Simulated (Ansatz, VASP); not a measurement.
## Li2H4Pt in two plane-wave programs

Aim: how closely do two programs agree when they are given the same cell, functional and k mesh? The cell is generated by rule, not measured, and may not be a known phase. The cell is taken from a series of runs on this material, whose earlier steps may have relaxed, scaled, displaced or heated it; both programs get it as it stands.

Main program and level: Ansatz 0.2.0; plane waves, with VASP 6.6.1 beside it; relaxation of cell and atoms at PBEsol.

The structure was built from a prototype and need not be the compound's stable phase.

**1. The structure**

Symmetry: I4/mmm, No. 139, tetragonal system. Conventional cell: a = 4.726 Å, b = 4.726 Å, c = 5.726 Å, α = 90.00°, β = 90.00°, γ = 90.00°. Nearest to Li lie 8 H at 2.20 Å. H has 1 Pt at 1.65 Å nearest. Nearest to Pt lie 4 H at 1.65 Å. Farther neighbours are not listed.

Structure file:

```xyz
7
Lattice="-2.3632 2.3632 2.8630 2.3632 -2.3632 2.8630 2.3632 2.3632 -2.8630" Properties=species:S:1:pos:R:3 pbc="T T T"
Li    0.0000    2.3632    1.4315
Li    2.3632    0.0000    1.4315
H     1.1638    1.1638    0.0000
H     1.1994   -1.1994    2.8630
H     1.1994    1.1994    2.8630
H    -1.1994    1.1994    2.8630
Pt    0.0000    0.0000    0.0000
```

**2. VASP: relaxation of cell and atoms, PBEsol**

The relaxed volume is the usual yardstick between codes: in a stiff, nearly cubic crystal its relative difference is about their pressure difference at one cell divided by the bulk modulus.

Lines of VASP's logs that name or quote its potential files are left out, and so is its time.

The input, INCAR:

```
SYSTEM = Li2H4Pt
PREC = Accurate
ENCUT = 750
EDIFF = 1E-07
NELM = 120
ISMEAR = 0
SIGMA = 0.02
LREAL = .FALSE.
ALGO = Normal
GGA = PS
NBANDS = 17
LASPH = .TRUE.
LORBIT = 11
LWAVE = .FALSE.
LCHARG = .FALSE.
ISIF = 3
IBRION = 2
NSW = 80
EDIFFG = -0.005
GGA_COMPAT = .FALSE.
NELMIN = 4
EFERMI = MIDGAP
KPAR = 2
```

The input, POSCAR:

```
Li2H4Pt
1.0
   -2.3632160000      2.3632160000      2.8629910000
    2.3632160000     -2.3632160000      2.8629910000
    2.3632160000      2.3632160000     -2.8629910000
Li H Pt
2 4 1
Direct
    0.7500000873      0.2500000873      0.5000000000
    0.2500000873      0.7500000873      0.5000000000
    0.2462318298      0.2462318298      0.4924636597
    0.2462318298      0.7537681702      0.0000000000
    0.7537681702      0.7537681702      0.5075363403
    0.7537681702      0.2462318298      0.0000000000
    0.0000000000      0.0000000000      0.0000000000
```

The input, KPOINTS:

```
Automatic mesh
0
Gamma
8 8 8
0 0 0
```

Potentials, in the order of the species: Li_sv, H and Pt (PBE family, release 64).

The run is started by

```bash
$ mpirun -np 2 vasp_std
```

Numbers of over 12 decimals in the logs are rounded to 6 here.

Log:

```text
[banner, memory and clock lines left out]
running    2 mpi-ranks, on    1 nodes
 distrk:  each k-point on    1 cores,    2 groups
 distr:  one band on    1 cores,    1 groups

 POSCAR found type information on POSCAR LiH Pt
 POSCAR found :  3 types and       7 ions
|                                                                             |
|               ----> ADVICE to this user running VASP <----                  |
|                                                                             |
|     You enforced a specific xc type in the INCAR file but a different       |
|     [... a line on the potential file left out ...]
|     I HOPE YOU KNOW WHAT YOU ARE DOING!                                     |
|                                                                             |

 LDA part: xc-table for (Slater+PW92), standard interpolation
 POSCAR, INCAR and KPOINTS ok, starting setup
 FFT: planning ... GRIDC
 FFT: planning ... GRID_SOFT
 FFT: planning ... GRID
 WAVECAR not read
 entering main loop
       N       E                     dE             d eps       ncg     rms          rms(c)
DAV:   1     0.105896328986E+03    0.10590E+03   -0.10979E+04  2006   0.149E+03
DAV:   2    -0.190064395720E+02   -0.12490E+03   -0.11801E+03  2245   0.296E+02
DAV:   3    -0.283150657415E+02   -0.93086E+01   -0.92325E+01  3841   0.562E+01
DAV:   4    -0.285473542045E+02   -0.23229E+00   -0.23205E+00  2458   0.107E+01
DAV:   5    -0.285575635071E+02   -0.10209E-01   -0.10208E-01  3132   0.171E+00    0.135E+01
DAV:   6    -0.273355048472E+02    0.12221E+01   -0.39200E+00  2085   0.139E+01    0.324E+00
DAV:   7    -0.271314427801E+02    0.20406E+00   -0.39922E-01  2259   0.449E+00    0.202E+00
DAV:   8    -0.270614300940E+02    0.70013E-01   -0.94228E-02  2745   0.186E+00    0.351E-01
DAV:   9    -0.270623645107E+02   -0.93442E-03   -0.14604E-02  2858   0.775E-01    0.221E-01
DAV:  10    -0.270624315601E+02   -0.67049E-04   -0.81629E-04  2464   0.219E-01    0.391E-02
DAV:  11    -0.270624731421E+02   -0.41582E-04   -0.68583E-05  2629   0.585E-02    0.151E-02
DAV:  12    -0.270624747178E+02   -0.15757E-05   -0.88992E-06  2452   0.207E-02    0.462E-03
DAV:  13    -0.270624747461E+02   -0.28267E-07   -0.88550E-07  2711   0.620E-03
   1 F= -.27062475E+02 E0= -.27062475E+02  d E =-.270625E+02
[...]
2 F= -.27062594E+02 E0= -.27062594E+02  d E =-.119387E-03
[...]
3 F= -.27062605E+02 E0= -.27062605E+02  d E =-.130368E-03
[...]
4 F= -.27062638E+02 E0= -.27062638E+02  d E =-.326537E-04
 ZBRENT: can't locate minimum, use default step
 trial-energy change:   -0.000033  1 .order   -0.000033   -0.000036   -0.000030
 step:   3.8230(harm=  5.5995)  dis= 0.00040  next Energy=   -27.062710 (dE=-0.104E-03)
 bond charge predicted
       N       E                     dE             d eps       ncg     rms          rms(c)
DAV:   1    -0.270629950957E+02   -0.35730E-03   -0.13040E-02  2072   0.915E-01    0.108E-01
DAV:   2    -0.270627334561E+02    0.26164E-03   -0.91073E-04  2417   0.264E-01    0.466E-02
DAV:   3    -0.270627046790E+02    0.28777E-04   -0.48740E-05  2507   0.579E-02    0.263E-02
DAV:   4    -0.270626930598E+02    0.11619E-04   -0.40564E-05  2278   0.369E-02    0.615E-03
DAV:   5    -0.270626929313E+02    0.12858E-06   -0.23410E-06  2576   0.115E-02    0.383E-03
DAV:   6    -0.270626929889E+02   -0.57658E-07   -0.14140E-07  1979   0.267E-03
   5 F= -.27062693E+02 E0= -.27062693E+02  d E =-.878751E-04
 curvature:  -2.65 expect dE=-0.152E-04 dE for cont linesearch -0.737E-05
 trial: gam=-0.18867 g(F)=  0.349E-05 g(S)=  0.224E-05 ort = 0.107E-04 (trialstep = 0.153E+01)
 search vector abs. value=  0.316E-05
 reached required accuracy - stopping structural energy minimisation
```

OUTCAR, selected parts (step 2):

```text
ion  position               nearest neighbor table
   1  0.750  0.250  0.500-   7 2.76   7 2.76   7 2.76   7 2.76
   2  0.250  0.750  0.500-   7 2.76   7 2.76   7 2.76   7 2.76
   3  0.246  0.246  0.492-   7 1.65
   4  0.246  0.754  0.000-   7 1.65
   5  0.754  0.754  0.508-   7 1.65
   6  0.754  0.246  0.000-   7 1.65
   7  0.000  0.000  0.000-   4 1.65   6 1.65   5 1.65   3 1.65   1 2.76   2 2.76   1 2.76   2 2.76
                             1 2.76   2 2.76   1 2.76   2 2.76

  LATTYP: Found a body centered tetragonal cell.
 ALAT       =     4.7264320000
 C/A-ratio  =     1.2114808803

 Subroutine GETGRP returns: Found 16 space group operations
 (whereof 16 operations were pure point group operations)

The static configuration has the point symmetry D_4h.

 Found     59 irreducible k-points:

   k-points           NKPTS =     59   k-points in BZ     NKDIM =     59   number of bands    NBANDS=     17

   dimension x,y,z NGX =    40 NGY =   40 NGZ =   40
   dimension x,y,z NGXF=    80 NGYF=   80 NGZF=   80

   ENCUT  =  750.0 eV  55.12 Ry    7.42 a.u.   9.83  9.83  9.83*2*pi/ulx,y,z

   NELECT =      20.0000    total number of electrons

 k-points in reciprocal lattice and weights: Automatic mesh
   0.00000000  0.00000000  0.00000000       0.002
   0.12500000 -0.00000000  0.00000000       0.016
   0.25000000 -0.00000000  0.00000000       0.016
   0.37500000 -0.00000000  0.00000000       0.016
   0.50000000 -0.00000000  0.00000000       0.008
   0.12500000  0.12500000  0.00000000       0.016
   0.25000000  0.12500000  0.00000000       0.031
   0.37500000  0.12500000  0.00000000       0.031
   0.50000000  0.12500000  0.00000000       0.031
[...]
-0.37500000 -0.37500000  0.37500000       0.004
   0.50000000  0.50000000  0.50000000       0.002

 average (electrostatic) potential at core
       1 -61.6386       2 -61.6386       3 -33.2895       4 -33.2895       5 -33.2895
       6 -33.2895       7 -71.0502

 E-fermi :   1.9320

 k-point     1 :       0.0000    0.0000    0.0000
  band No.  band energies     occupation
    ...
      6      -0.5002      2.00000
      7      -0.5002      2.00000
      8       0.0618      2.00000
      9       0.8465      2.00000
     10       0.8465      2.00000
     11       8.1693      0.00000
     12       8.7366      0.00000
     13       8.7586      0.00000
     14       8.7586      0.00000
     15       9.1036      0.00000
    ...

 k-point     2 :       0.1250   -0.0000    0.0000
  band No.  band energies     occupation
    ...
      6      -0.5397      2.00000
      7      -0.5066      2.00000
      8      -0.1488      2.00000
      9       0.8502      2.00000
     10       0.8988      2.00000
     11       7.6249      0.00000
     12       7.6915      0.00000
     13       8.1890      0.00000
     14       8.8260      0.00000
     15       9.5280      0.00000
    ...

 k-point     3 :       0.2500   -0.0000    0.0000
  band No.  band energies     occupation
    ...
      6      -0.6754      2.00000
      7      -0.4476      2.00000
      8      -0.3026      2.00000
      9       0.7537      2.00000
     10       0.9224      2.00000
     11       6.7168      0.00000
     12       6.8770      0.00000
     13       8.2568      0.00000
     14       8.8469      0.00000
     15       9.8864      0.00000
    ...

  Total       -0.0036899     -0.0036899     -0.0172586      0.0000000     -0.0000000      0.0000000
  in kB       -0.0924785     -0.0924785     -0.4325437      0.0000000     -0.0000000      0.0000000
  external PRESSURE =      -0.2058336 kB  Pullay stress =       0.0000000 kB

  energy-cutoff  :      750.00
  volume of cell :       63.93
      direct lattice vectors                 reciprocal lattice vectors
    -2.365399004  2.365399004  2.856390552     0.000000000  0.211380828  0.175046091
     2.365399004 -2.365399004  2.856390552     0.211380828  0.000000000  0.175046091
     2.365399004  2.365399004 -2.856390552     0.211380828  0.211380828  0.000000000

 POSITION                                       TOTAL-FORCE (eV/Angst)
 -----------------------------------------------------------------------------------
      0.00000      2.36540      1.42820         0.000000     -0.000000     -0.000000
      2.36540      0.00000      1.42820         0.000000     -0.000000     -0.000000
      1.16514      1.16514     -0.00000        -0.003007     -0.003007     -0.000000
      1.20026     -1.20026      2.85639         0.003007     -0.003007     -0.000000
      1.20026      1.20026      2.85639         0.003007      0.003007      0.000000
     -1.20026      1.20026      2.85639        -0.003007      0.003007     -0.000000
     -0.00000      0.00000      0.00000         0.000000     -0.000000     -0.000000
 -----------------------------------------------------------------------------------
    total drift:                                0.000000      0.000000     -0.000394

  FREE ENERGIE OF THE ION-ELECTRON SYSTEM (eV)
  ---------------------------------------------------
  free  energy   TOTEN  =       -27.0626929889 eV

  energy  without entropy=      -27.0626929889  energy(sigma->0) =      -27.06269299

 reached required accuracy - stopping structural energy minimisation

 total charge
# of ion       s       p       d       tot
------------------------------------------
    1        2.016   0.052   0.000   2.067
    2        2.016   0.052   0.000   2.067
    3        0.533   0.020   0.000   0.553
    4        0.533   0.020   0.000   0.553
    5        0.533   0.020   0.000   0.553
    6        0.533   0.020   0.000   0.553
    7        0.791   0.775   8.209   9.774
--------------------------------------------------
tot          6.956   0.957   8.209  16.121

[... 3 further parts left out ...]
```

CONTCAR:

```
Li2H4Pt
   1.00000000000000
    -2.3653990038416004    2.3653990038416004    2.8563905517048607
     2.3653990038416004   -2.3653990038416004    2.8563905517048607
     2.3653990038416004    2.3653990038416004   -2.8563905517048607
  Li              H               Pt
     2     4     1
Direct
     0.7500000873000019    0.2500000873000019    0.5000000000000000
     0.2500000873000019    0.7500000873000019    0.5000000000000000
     0.2462884605764625    0.2462884605764625    0.4925769212529197
     0.2462884605764625    0.7537115394235375    0.0000000000000000
     0.7537115394235375    0.7537115394235375    0.5074230787470804
     0.7537115394235375    0.2462884605764625    0.0000000000000000
     0.0000000000000000    0.0000000000000000    0.0000000000000000
```

(Continued in part 2 of 2.)

[Lines on the potential files, build, host, timing and source positions are cut from VASP's logs without a mark.]

[Logs are printed without paths, hosts, clocks, repeated set-up lines and the standing remarks that a program may print on its own settings, such as how far it seeks lower states.]

[Hosts, paths, dates, database ids (printed as entryN), source tags and the programs' standing remarks are cut or masked in the printed files.]
